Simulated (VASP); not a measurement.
An input for Ansatz (written as the equivalent of a VASP run, and not itself run):

Ansatz 0.2 input:
```yaml
crystal:
  lattice:
    - [1.7910278, -3.1021513, 0.0000000]
    - [1.7910278, 3.1021513, 0.0000000]
    - [0.0000000, 0.0000000, 7.6981796]
  atoms:
    - { symbol: Ti, position: [0.0000000, 0.0000000, 0.0000000] }
    - { symbol: Se, position: [0.3333330, 0.6666670, 0.2016254] }
    - { symbol: Se, position: [0.6666670, 0.3333330, 0.7983746] }
kpoints:
  mp_grid: { grid: [9, 9, 4] }
hamiltonian:
  xc: rpbe
  pseudopotentials: { kind: paw }
scf:
  occupations: { method: methfessel_paxton, width: 0.1 }
  max_iter: 100
relax:
  max_steps: 60
  f_tol: 0.02
  cell: {}
output: { forces: true, stress: true, eigenvalues: true }
```

Problem. Write the VASP files for the same calculation (RPBE).

Solution. One answer among several that fit: 
**INCAR**
```
# general
SYSTEM =TiSe2
PREC   =Accurate
ENCUT  =520
LREAL  =.FALSE.
LASPH  =.TRUE.

# electronic loop
EDIFF  =1E-6
NELM   =100
ALGO   =Normal
LMAXMIX=4

# smearing
ISMEAR =1
SIGMA  =0.1

# functional
GGA    =RP

# ions
IBRION =2
NSW    =60
ISIF   =3
EDIFFG =-0.02

# output
LWAVE  =.FALSE.
LCHARG =.FALSE.
```

### POSCAR
```
TiSe2
1.0
  1.7910278435  -3.1021512958   0.0000000000
  1.7910278435   3.1021512958   0.0000000000
  0.0000000000   0.0000000000   7.6981795888
Ti Se
1 2
Cartesian
  0.0000000000   0.0000000000   0.0000000000
  1.7910278435   1.0340525000   1.5521482902
  1.7910278435  -1.0340525000   6.1460312986
```

KPOINTS:
```
Automatic mesh
0
gamma
 9 9 4
0 0 0
```

POTCAR, in this order: Ti_sv Se (PBE.64 set). Program: vasp_std.

What does not carry over: each code has its own PAW files, so the cut-off isn't converted (ENCUT is set for VASP's; basis.ecutwfc is left out, and Ansatz then takes the one that its files recommend); Ansatz stops its SCF on the density residual and VASP on the energy change (EDIFF).

The compound is TiSe2 in the 1T layered structure. It was relaxed first, which changed the volume by +31 %. The start is the result of an earlier pass.
